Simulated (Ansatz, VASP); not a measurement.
Two plane-wave programs on RhSe2

File INCAR:

```
SYSTEM = RhSe2
ALGO = Fast
EDIFF = 1E-6
ENCUT = 520
GGA = CA
ISIF = 2
ISMEAR = 0
ISPIN = 2
LASPH = .True.
LCHARG = .False.
LDAU = .True.
LDAUJ = 0 0
LDAUL = 2 -1
LDAUPRINT = 1
LDAUTYPE = 2
LDAUU = 3 0
LMAXMIX = 4
LORBIT = 11
LREAL = .False.
LWAVE = .False.
MAGMOM = 5 0 0
NBANDS = 24
NELM = 150
PREC = Accurate
SIGMA = 0.05
```

Contents of KPOINTS:

```
k-points
0
Gamma
  5 5 5
  0 0 0
```

POSCAR

```
RhSe2
1.0
    0.0000000000      3.0918218600      3.0918218600
    3.0918218600      0.0000000000      3.0918218600
    3.0918218600      3.0918218600      0.0000000000
Rh Se
1 2
Direct
    0.0000000000      0.0000000000      0.0000000000
    0.2500000000      0.2500000000      0.2500000000
    0.7500000000      0.7500000000      0.7500000000
```

Input for Ansatz:

```yaml
crystal:
  lattice:
    - [0.0, 3.09182186, 3.09182186]
    - [3.09182186, 0.0, 3.09182186]
    - [3.09182186, 3.09182186, 0.0]
  atoms:
    - { symbol: Rh, position: [0.0, 0.0, 0.0], spin: 5.0 }
    - { symbol: Se, position: [0.25, 0.25, 0.25] }
    - { symbol: Se, position: [0.75, 0.75, 0.75] }
basis:
  ecutwfc: 420
  ecutrho_ratio: 4
kpoints:
  mp_grid: { grid: [5, 5, 5] }
hamiltonian:
  xc: lda
  hubbard: { sites: [{ site: 0, l: d, u_eff: 3.0 }] }
scf:
  occupations: { method: gaussian, width: 0.05 }
  lower_state_search: "off"
  max_iter: 150
output:
  forces: true
  stress: true
  eigenvalues: true
  populations: true
  hubbard: { sites: [{ site: 0, l: d }] }
magnetization:
  spin_polarized: true
```

Alike in both runs: task single point; functional LDA; k mesh 5 × 5 × 5; occupations gaussian, width 0.05 eV; collinear spin; Hubbard terms Rh d U = 3.0 eV.

|  | VASP | Ansatz |
| --- | --- | --- |
| version | VASP 6.6.1 | Ansatz 0.2.0 |
| potentials or method | VASP PAW LDA potentials, release 64 (Rh_pv, Se) | scalar-relativistic, plane waves, PAW |
| plane-wave cutoff (eV) | 520 | 420 |
| valence electrons in the cell | 27 | 49 |

|  | VASP | Ansatz | Ansatz less VASP |
| --- | --- | --- | --- |
| gap on the k mesh at the Fermi level (eV) | none | none | - |
| pressure (GPa) | -10.5 | -10.5 | +0.08 |
| net moment per atom (μB) | 0.01 | 0.00 | -0.014 |
| size of the moment on the site where the two differ most (μB) | 0.03 | 0.00 | -0.032 |

Site moments also hang on the region over which each program counts them. The programs project onto different local orbitals, so the same U acts differently. A gap of «none» marks a metal or a gap that the smearing closes. The two sets of potentials don't hold the same shells in valence. Ansatz warned: «filled_band_counts_differ_across_k_points».

The state reached can hang on the start; a lower one may exist.
